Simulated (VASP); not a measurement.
All values below come from PBE GGA, VASP's PBE PAW potentials (set 64) (plane waves; VASP 6.6.1).

VASP input:

**POSCAR**
```
B31N31Si
1
    7.2488848260     0.0000000000     0.0000000000
    0.0000000000     7.2488848260     0.0000000000
   -0.0000000000    -0.0000000000     7.2488848260
B N Si
31 31 1
Direct
  0.5001930000   0.0037780000   0.0051230000
  0.7501810000   0.2474870000   0.0005420000
  0.7505380000  -0.0068340000   0.2523950000
  0.0000000000   0.0000000000   0.0000000000
  0.2523920000   0.2466470000   0.0027820000
  0.5053600000   0.4942370000   0.0034100000
  0.7500000000   0.7500000000   0.0000000000
  0.2480280000  -0.0062020000   0.2474540000
  0.7460220000   0.4949170000   0.2459710000
  0.5000320000  -0.0006070000   0.5032430000
  0.7505290000   0.2447490000   0.4952010000
  0.7500000000   0.0000000000   0.7500000000
  0.0000000000   0.5000000000   0.0000000000
  0.2500000000   0.7500000000   0.0000000000
  0.0000000000   0.2500000000   0.2500000000
  0.2479820000   0.4991580000   0.2538110000
  0.5000000000   0.7500000000   0.2500000000
  0.0000000000   0.0000000000   0.5000000000
  0.2558880000   0.2472630000   0.4996420000
  0.4984680000   0.5056050000   0.5031930000
  0.7500000000   0.7500000000   0.5000000000
  0.2500000000   0.0000000000   0.7500000000
  0.5000000000   0.2500000000   0.7500000000
  0.7500000000   0.5000000000   0.7500000000
  0.0000000000   0.7500000000   0.2500000000
  0.0000000000   0.5000000000   0.5000000000
  0.2500000000   0.7500000000   0.5000000000
  0.0000000000   0.2500000000   0.7500000000
  0.2500000000   0.5000000000   0.7500000000
  0.5000000000   0.7500000000   0.7500000000
  0.0000000000   0.7500000000   0.7500000000
  0.6181960000   0.1223680000   0.1313290000
  0.8711450000   0.3792390000   0.1228180000
  0.8709890000   0.1309830000   0.3732610000
  0.1196070000   0.1222350000   0.1246530000
  0.3771720000   0.3706020000   0.1225390000
  0.6189470000   0.6282020000   0.1283540000
  0.8750000000   0.8750000000   0.1250000000
  0.3818990000   0.1220660000   0.3744720000
  0.8750000000   0.6250000000   0.3750000000
  0.6266730000   0.1266750000   0.6201610000
  0.8750000000   0.3750000000   0.6250000000
  0.8750000000   0.1250000000   0.8750000000
  0.1250000000   0.6250000000   0.1250000000
  0.3750000000   0.8750000000   0.1250000000
  0.1310170000   0.3818470000   0.3772450000
  0.3767800000   0.6194400000   0.3770970000
  0.6250000000   0.8750000000   0.3750000000
  0.1250000000   0.1250000000   0.6250000000
  0.3783240000   0.3770840000   0.6217860000
  0.6250000000   0.6250000000   0.6250000000
  0.8750000000   0.8750000000   0.6250000000
  0.3750000000   0.1250000000   0.8750000000
  0.6250000000   0.3750000000   0.8750000000
  0.8750000000   0.6250000000   0.8750000000
  0.1250000000   0.8750000000   0.3750000000
  0.1250000000   0.6250000000   0.6250000000
  0.3750000000   0.8750000000   0.6250000000
  0.1250000000   0.3750000000   0.8750000000
  0.3750000000   0.6250000000   0.8750000000
  0.6250000000   0.8750000000   0.8750000000
  0.1250000000   0.8750000000   0.8750000000
  0.6282540000   0.3811370000   0.3705100000
```

**INCAR**
```
SYSTEM = B31N31Si
PREC = Normal
ENCUT = 400
EDIFF = 1E-5
NELM = 100
ALGO = Fast
LREAL = Auto
LASPH = .TRUE.
ISMEAR = 0
SIGMA = 0.05
GGA = PE
LWAVE = .TRUE.
LCHARG = .FALSE.
NELMIN = 4
ISYM = 0
NELECT = 253.0
ISPIN = 2
NUPDOWN = 1
MAGMOM = 63*0.0159
LORBIT = 10
IBRION = 2
ISIF = 2
NSW = 70
EDIFFG = -0.03
```

File KPOINTS:
```
Automatic mesh
0
Gamma
1 1 1
0 0 0
```

POTCAR, in this order: B N Si (PBE.64 set). Program: vasp_gam.

Output

OSZICAR:
```
...
RMM:   2    -0.527503440456E+03   -0.53827E-03   -0.11924E-02   640   0.300E-01    0.101E-01
RMM:   3    -0.527503444492E+03   -0.40354E-05   -0.19223E-03   643   0.109E-01    0.565E-02
RMM:   4    -0.527503463973E+03   -0.19482E-04   -0.41091E-04   650   0.442E-02    0.383E-02
RMM:   5    -0.527503471859E+03   -0.78857E-05   -0.63749E-05   497   0.195E-02
   8 F= -.52750347E+03 E0= -.52750347E+03  d E =-.123840E+01  mag=     1.0000
       N       E                     dE             d eps       ncg     rms          rms(c)
DAV:   1    -0.527889079841E+03   -0.38562E+00   -0.94279E+01   640   0.270E+01    0.291E+00
RMM:   2    -0.527970979957E+03   -0.81900E-01   -0.19144E+00   640   0.384E+00    0.124E+00
RMM:   3    -0.527966954845E+03    0.40251E-02   -0.27346E-01   645   0.135E+00    0.731E-01
RMM:   4    -0.527965090437E+03    0.18644E-02   -0.52597E-02   642   0.558E-01    0.404E-01
RMM:   5    -0.527966446166E+03   -0.13557E-02   -0.10283E-02   654   0.256E-01    0.186E-01
RMM:   6    -0.527966412442E+03    0.33723E-04   -0.18676E-03   650   0.936E-02    0.797E-02
RMM:   7    -0.527966458219E+03   -0.45776E-04   -0.56103E-04   642   0.554E-02    0.279E-02
RMM:   8    -0.527966472950E+03   -0.14732E-04   -0.10584E-04   537   0.249E-02    0.159E-02
RMM:   9    -0.527966473703E+03   -0.75267E-06   -0.31664E-05   438   0.117E-02
   9 F= -.52796647E+03 E0= -.52796647E+03  d E =-.463002E+00  mag=     1.0000
       N       E                     dE             d eps       ncg     rms          rms(c)
DAV:   1    -0.528001144537E+03   -0.34672E-01   -0.42797E+00   704   0.577E+00    0.546E-01
RMM:   2    -0.528004846671E+03   -0.37021E-02   -0.86285E-02   640   0.807E-01    0.270E-01
RMM:   3    -0.528004679698E+03    0.16697E-03   -0.12660E-02   645   0.288E-01    0.156E-01
RMM:   4    -0.528004643737E+03    0.35961E-04   -0.23593E-03   642   0.118E-01    0.881E-02
RMM:   5    -0.528004702282E+03   -0.58545E-04   -0.44744E-04   653   0.535E-02    0.434E-02
RMM:   6    -0.528004701336E+03    0.94601E-06   -0.89998E-05   555   0.207E-02
  10 F= -.52800470E+03 E0= -.52800470E+03  d E =-.501229E+00  mag=     1.0000
       N       E                     dE             d eps       ncg     rms          rms(c)
DAV:   1    -0.528105155590E+03   -0.10045E+00   -0.31996E+01   656   0.161E+01    0.127E+00
RMM:   2    -0.528139370622E+03   -0.34215E-01   -0.53254E-01   640   0.204E+00    0.621E-01
RMM:   3    -0.528138333560E+03    0.10371E-02   -0.67175E-02   645   0.699E-01    0.367E-01
RMM:   4    -0.528137665989E+03    0.66757E-03   -0.14827E-02   641   0.282E-01    0.142E-01
RMM:   5    -0.528137908787E+03   -0.24280E-03   -0.23653E-03   653   0.117E-01    0.805E-02
RMM:   6    -0.528137929198E+03   -0.20411E-04   -0.48271E-04   658   0.454E-02    0.383E-02
RMM:   7    -0.528137934173E+03   -0.49753E-05   -0.13141E-04   616   0.235E-02    0.146E-02
RMM:   8    -0.528137935624E+03   -0.14509E-05   -0.21825E-05   427   0.103E-02
  11 F= -.52813794E+03 E0= -.52813794E+03  d E =-.133234E+00  mag=     1.0000
       N       E                     dE             d eps       ncg     rms          rms(c)
DAV:   1    -0.528140832259E+03   -0.28981E-02   -0.62018E-01   752   0.224E+00    0.168E-01
RMM:   2    -0.528141497172E+03   -0.66491E-03   -0.10377E-02   640   0.284E-01    0.870E-02
RMM:   3    -0.528141472958E+03    0.24214E-04   -0.13185E-03   647   0.970E-02    0.499E-02
RMM:   4    -0.528141459208E+03    0.13750E-04   -0.29487E-04   640   0.397E-02    0.188E-02
RMM:   5    -0.528141463896E+03   -0.46875E-05   -0.45189E-05   474   0.162E-02
  12 F= -.52814146E+03 E0= -.52814146E+03  d E =-.136763E+00  mag=     1.0000
       N       E                     dE             d eps       ncg     rms          rms(c)
DAV:   1    -0.528160239164E+03   -0.18780E-01   -0.74867E+00   672   0.784E+00    0.612E-01
RMM:   2    -0.528168024640E+03   -0.77855E-02   -0.13597E-01   640   0.102E+00    0.307E-01
RMM:   3    -0.528168306145E+03   -0.28151E-03   -0.20317E-02   646   0.359E-01    0.199E-01
RMM:   4    -0.528168165556E+03    0.14059E-03   -0.36506E-03   643   0.139E-01    0.789E-02
RMM:   5    -0.528168228630E+03   -0.63074E-04   -0.75284E-04   656   0.616E-02    0.380E-02
RMM:   6    -0.528168237515E+03   -0.88853E-05   -0.14550E-04   567   0.242E-02    0.174E-02
RMM:   7    -0.528168238892E+03   -0.13769E-05   -0.35966E-05   451   0.125E-02
  13 F= -.52816824E+03 E0= -.52816824E+03  d E =-.267750E-01  mag=     1.0000
       N       E                     dE             d eps       ncg     rms          rms(c)
DAV:   1    -0.528170749176E+03   -0.25117E-02   -0.43339E-01   736   0.189E+00    0.145E-01
RMM:   2    -0.528171188936E+03   -0.43976E-03   -0.78736E-03   640   0.244E-01    0.737E-02
RMM:   3    -0.528171202616E+03   -0.13681E-04   -0.11797E-03   647   0.863E-02    0.478E-02
RMM:   4    -0.528171192355E+03    0.10262E-04   -0.20872E-04   640   0.334E-02    0.184E-02
RMM:   5    -0.528171195662E+03   -0.33069E-05   -0.44522E-05   473   0.147E-02
  14 F= -.52817120E+03 E0= -.52817120E+03  d E =-.297318E-01  mag=     1.0000
       N       E                     dE             d eps       ncg     rms          rms(c)
DAV:   1    -0.528176590552E+03   -0.53982E-02   -0.18118E+00   672   0.386E+00    0.294E-01
RMM:   2    -0.528178546895E+03   -0.19563E-02   -0.30880E-02   640   0.490E-01    0.147E-01
RMM:   3    -0.528178523688E+03    0.23207E-04   -0.41694E-03   645   0.171E-01    0.841E-02
RMM:   4    -0.528178511769E+03    0.11919E-04   -0.90566E-04   644   0.683E-02    0.321E-02
RMM:   5    -0.528178523350E+03   -0.11581E-04   -0.13332E-04   596   0.273E-02    0.176E-02
RMM:   6    -0.528178524450E+03   -0.11000E-05   -0.26495E-05   439   0.110E-02
  15 F= -.52817852E+03 E0= -.52817852E+03  d E =-.732879E-02  mag=     1.0000
       N       E                     dE             d eps       ncg     rms          rms(c)
DAV:   1    -0.528178703810E+03   -0.18046E-03   -0.39862E-02   736   0.572E-01    0.436E-02
RMM:   2    -0.528178745160E+03   -0.41349E-04   -0.67246E-04   640   0.722E-02    0.216E-02
RMM:   3    -0.528178744346E+03    0.81332E-06   -0.90296E-05   611   0.252E-02    0.124E-02
RMM:   4    -0.528178743915E+03    0.43176E-06   -0.18569E-05   407   0.100E-02
  16 F= -.52817874E+03 E0= -.52817874E+03  d E =-.754825E-02  mag=     1.0000
       N       E                     dE             d eps       ncg     rms          rms(c)
DAV:   1    -0.528179901731E+03   -0.11574E-02   -0.29216E-01   688   0.154E+00    0.106E-01
RMM:   2    -0.528180117930E+03   -0.21620E-03   -0.44649E-03   640   0.184E-01    0.542E-02
RMM:   3    -0.528180108654E+03    0.92762E-05   -0.68220E-04   642   0.675E-02    0.282E-02
RMM:   4    -0.528180112324E+03   -0.36708E-05   -0.13150E-04   638   0.258E-02    0.131E-02
RMM:   5    -0.528180113612E+03   -0.12879E-05   -0.18322E-05   412   0.105E-02
  17 F= -.52818011E+03 E0= -.52818011E+03  d E =-.136970E-02  mag=     1.0000
       N       E                     dE             d eps       ncg     rms          rms(c)
DAV:   1    -0.528180114091E+03   -0.17668E-05   -0.26054E-04   688   0.463E-02    0.416E-03
RMM:   2    -0.528180114237E+03   -0.14601E-06   -0.42586E-06   372   0.560E-03    0.214E-03
RMM:   3    -0.528180114193E+03    0.44200E-07   -0.24697E-07   191   0.184E-03    0.133E-03
RMM:   4    -0.528180114158E+03    0.34681E-07   -0.13437E-07   149   0.156E-03
  18 F= -.52818011E+03 E0= -.52818011E+03  d E =-.137024E-02  mag=     1.0000
       N       E                     dE             d eps       ncg     rms          rms(c)
DAV:   1    -0.528180464485E+03   -0.35029E-03   -0.83939E-02   664   0.823E-01    0.640E-02
RMM:   2    -0.528180561980E+03   -0.97495E-04   -0.15111E-03   640   0.107E-01    0.330E-02
RMM:   3    -0.528180564446E+03   -0.24653E-05   -0.20573E-04   644   0.372E-02    0.200E-02
RMM:   4    -0.528180562920E+03    0.15258E-05   -0.43925E-05   469   0.149E-02
  19 F= -.52818056E+03 E0= -.52818056E+03  d E =-.448762E-03  mag=     1.0000
```

File OUTCAR:
```
------------------------ aborting loop because EDIFF is reached ----------------------------------------
  FORCE on cell =-STRESS in cart. coord.  units (eV):
  Direction    XX          YY          ZZ          XY          YZ          ZX
  --------------------------------------------------------------------------------------
  Total       10.9648748     11.0655496      7.9184563    -13.9110112    -11.1909319    -11.0641557
  in kB       46.1212065     46.5446718     33.3071527    -58.5134470    -47.0720633    -46.5388087
  external PRESSURE =      41.9910103 kB  Pullay stress =       0.0000000 kB
  volume of cell :      380.90
      direct lattice vectors                 reciprocal lattice vectors
     7.248884826  0.000000000  0.000000000     0.137952254  0.000000000  0.000000000
     0.000000000  7.248884826  0.000000000     0.000000000  0.137952254  0.000000000
     0.000000000  0.000000000  7.248884826     0.000000000  0.000000000  0.137952254
  FREE ENERGIE OF THE ION-ELECTRON SYSTEM (eV)
  ---------------------------------------------------
  free  energy   TOTEN  =      -528.1805629199 eV

  energy  without entropy=     -528.1805629199  energy(sigma->0) =     -528.18056292

 total charge

# of ion       s       p       d       tot
------------------------------------------
    1        0.669   1.343   0.000   2.013
    2        0.678   1.374   0.000   2.052
    3        0.676   1.364   0.000   2.040
    4        0.674   1.358   0.000   2.032
    5        0.669   1.343   0.000   2.012
    6        0.678   1.374   0.000   2.051
    7        0.680   1.380   0.000   2.060
    8        0.668   1.336   0.000   2.004
    9        0.681   1.339   0.000   2.019
   10        0.678   1.374   0.000   2.052
   11        0.682   1.364   0.000   2.046
   12        0.680   1.386   0.000   2.066
   13        0.680   1.380   0.000   2.060
   14        0.674   1.358   0.000   2.032
   15        0.674   1.358   0.000   2.031
   16        0.676   1.364   0.000   2.040
   17        0.674   1.358   0.000   2.032
   18        0.684   1.402   0.000   2.085
   19        0.678   1.374   0.000   2.052
   20        0.681   1.363   0.000   2.044
   21        0.673   1.356   0.000   2.029
   22        0.674   1.362   0.000   2.036
   23        0.672   1.354   0.000   2.026
   24        0.671   1.349   0.000   2.020
   25        0.677   1.364   0.000   2.040
   26        0.673   1.356   0.000   2.029
   27        0.684   1.402   0.000   2.085
   28        0.676   1.364   0.000   2.040
   29        0.680   1.386   0.000   2.066
   30        0.676   1.364   0.000   2.041
   31        0.677   1.369   0.000   2.046
   32        1.230   2.704   0.000   3.934
   33        1.226   2.715   0.000   3.941
   34        1.228   2.741   0.000   3.969
   35        1.223   2.717   0.000   3.941
   36        1.230   2.704   0.000   3.934
   37        1.226   2.716   0.000   3.942
   38        1.224   2.727   0.000   3.952
   39        1.228   2.707   0.000   3.935
   40        1.222   2.700   0.000   3.922
   41        1.229   2.717   0.000   3.946
   42        1.220   2.689   0.000   3.909
   43        1.224   2.729   0.000   3.953
   44        1.224   2.727   0.000   3.952
   45        1.223   2.717   0.000   3.941
   46        1.221   2.714   0.000   3.935
   47        1.227   2.741   0.000   3.968
   48        1.221   2.714   0.000   3.935
   49        1.225   2.729   0.000   3.954
   50        1.228   2.716   0.000   3.945
   51        1.220   2.689   0.000   3.909
   52        1.222   2.715   0.000   3.938
   53        1.223   2.719   0.000   3.941
   54        1.221   2.715   0.000   3.937
   55        1.222   2.713   0.000   3.936
   56        1.227   2.725   0.000   3.953
   57        1.222   2.716   0.000   3.938
   58        1.225   2.729   0.000   3.954
   59        1.227   2.715   0.000   3.942
   60        1.224   2.729   0.000   3.953
   61        1.227   2.715   0.000   3.943
   62        1.224   2.722   0.000   3.946
   63        0.681   1.000   0.000   1.681
--------------------------------------------------
tot         59.615 127.546   0.000 187.160

 magnetization (x)

# of ion       s       p       d       tot
------------------------------------------
    1       -0.000  -0.000   0.000  -0.000
    2        0.001   0.000   0.000   0.001
    3        0.000   0.000   0.000   0.000
    4       -0.000   0.001   0.000   0.001
    5       -0.000  -0.000   0.000  -0.000
    6        0.001   0.000   0.000   0.001
    7        0.001   0.011   0.000   0.012
    8        0.000   0.002   0.000   0.002
    9        0.036   0.188   0.000   0.224
   10       -0.000  -0.001   0.000  -0.001
   11        0.008   0.035   0.000   0.042
   12        0.000   0.004   0.000   0.004
   13        0.001   0.011   0.000   0.012
   14       -0.000   0.001   0.000   0.001
   15       -0.000  -0.001   0.000  -0.001
   16        0.000   0.000   0.000   0.000
   17       -0.000  -0.001   0.000  -0.001
   18        0.000   0.001   0.000   0.001
...
```
(Selected blocks of OUTCAR.)

CONTCAR:
```
B31N31Si
   1.00000000000000
     7.2488848260000003    0.0000000000000000    0.0000000000000000
     0.0000000000000000    7.2488848260000003    0.0000000000000000
     0.0000000000000000    0.0000000000000000    7.2488848260000003
  B               N               Si
    31    31     1
Direct
     0.5045448274944451    0.0050976115771877    0.0046916840305041
     0.7543100636131859    0.2491868839301174    0.9997230005150463
     0.7556272781391221    0.0000012164339847    0.2497058540630626
     0.0038388134227725    0.0015778974009588    0.0016287175663908
     0.2554519289107742    0.2542041311238936    0.0047130689963146
     0.4994931669580143    0.5039395715402418    0.9997278968215789
     0.7518111822754964    0.7520413549295561    0.9985866726008223
     0.2555370941030628    0.0052174545108052    0.2543150466266023
     0.7548797628881839    0.5047357867800748    0.2369830421075733
     0.5004437123954474    0.9993105837505120    0.5064306444926469
     0.7511506086322965    0.2324298569205216    0.4947868644555776
     0.7520419633835020    0.9982367319457592    0.7535084312914683
     0.0023938425777636    0.5014704654409531    0.9986093708493704
     0.2519005290254768    0.7534949767405348    0.0015961377730822
     0.0045959195849627    0.2501919855257096    0.2524826860811795
     0.2503586809021175    0.5051923281033640    0.2496633642634454
     0.5005815734570845    0.7543015061709397    0.2523921028454141
     0.0039689112640593    0.9978127360175416    0.5016934547281898
     0.2496216211206508    0.2501139764739821    0.5063908283214249
     0.4830448111346882    0.5010369146339190    0.4948021319668510
     0.7486602330201634    0.7481252983041748    0.4996120498195639
     0.2519606671068468    0.0016131928307941    0.7540137299937926
     0.5016875140634209    0.2512844861245553    0.7532014849006398
     0.7483268370825719    0.4979544675628066    0.7461720331095076
     0.0013556646647999    0.7509815407921139    0.2501369701851158
     0.9983867046293559    0.4982755928577014    0.4995871461373425
     0.2481820742554944    0.7535445482835876    0.5016937224095096
     0.9997750230281329    0.2501459631563518    0.7499719413213314
     0.2485830146946047    0.5016942230411613    0.7534217845781748
     0.5005235546817746    0.7494682178686620    0.7500087417848237
     0.0001173173098143    0.7497359191978435    0.7504294143713541
     0.6375001974426545    0.1249491036385213    0.1241578025517830
     0.8810425673668286    0.3758592336113727    0.1228429522343849
     0.8860022988767133    0.1182178419108367    0.3764511045375484
     0.1300027079362923    0.1274999903956540    0.1275710404950162
     0.3752906578449127    0.3871188332046558    0.1241712917857772
     0.6261900189047275    0.6307991447617224    0.1227801423511930
     0.8788533451865171    0.8743880952661430    0.1248424013821040
     0.3753156692680688    0.1250155552120435    0.3891033935546907
     0.8731823445428047    0.6228813427474456    0.3738392355047085
     0.6268599236113788    0.1195206377904397    0.6331737059029939
     0.8726772767224668    0.3723476442156668    0.6214227568317662
     0.8790818229876093    0.1250473070903789    0.8754638865283346
     0.1247756993889959    0.6285057956551421    0.1248427548320866
     0.3778541182298729    0.8796615836167569    0.1275458153732563
     0.1268160558851828    0.3763020861217272    0.3765965968081496
     0.3686572790119795    0.6355936135614250    0.3764043714087053
     0.6266430351432534    0.8765001652167071    0.3765869170189211
     0.1251920432886989    0.1246401829614203    0.6293922021716989
     0.3700101019038233    0.3765011423861230    0.6330179570326406
     0.6227256227622865    0.6223932924279896    0.6214328852526260
     0.8758709626555626    0.8731968053927985    0.6260653499811916
     0.3778886204404030    0.1275199587869560    0.8791781818558784
     0.6264901596260805    0.3761613600880848    0.8758630472397583
     0.8751464289259528    0.6247737771266136    0.8736693481868112
     0.1257309437879056    0.8752912982855502    0.3772876257977451
     0.1235627905998210    0.6254774864759447    0.6260308342182722
     0.3750051424453109    0.8748010899484862    0.6293796560488811
     0.1245833902331398    0.3765561681433198    0.8759878669163997
     0.3753954758497514    0.6287429675957226    0.8754216004596050
     0.6269177126151306    0.8741886102076729    0.8760317823217437
     0.1266046594244328    0.8762301890336994    0.8768806435286745
     0.5535920312713385    0.3029762771526631    0.3128768308789704
```

At this cut-off the stress carries a Pulay error, which pulls relaxed volumes low. The cell is charged, with a uniform compensating background. The supercell is sampled at Γ alone, which is coarse: total energies, pressure and levels can be off, energies of defects by several tenths of an eV.

The cell is a supercell with a defect, built from BN (zinc blende): Si_N-vac_B, charge -1.
